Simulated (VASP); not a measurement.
Given:

```
SnO
1.0
    3.87600     0.00000     0.00000
    0.00000     3.87600     0.00000
    0.00000     0.00000     4.93680
Sn O
2 2
Direct
  0.50000   0.00000   0.76200
  0.00000   0.50000   0.23800
  0.50000   0.50000   0.00000
  0.00000   0.00000   0.00000
```

Computed with PBE GGA, VASP's PBE PAW potentials (set 64) (plane waves; VASP). Run with PREC = Normal, 520 eV cut-off, 5×5×4 Γ-centred mesh, Gaussian smearing of 0.050 eV, potentials Sn_d O.

**Question.** What does the run give for the energy per atom (σ→0), largest force?

**Answer.** 
The energy per atom (σ→0) is -5.679 eV/atom and the largest force comes out as 0.00623 Ha/bohr.

Only differences to runs with the same potentials and settings are physical.

The compound is SnO in the litharge structure. The cell was not relaxed at this level. The run is one of a series of settings (PREC = Normal against the base run), some of them coarse on purpose.
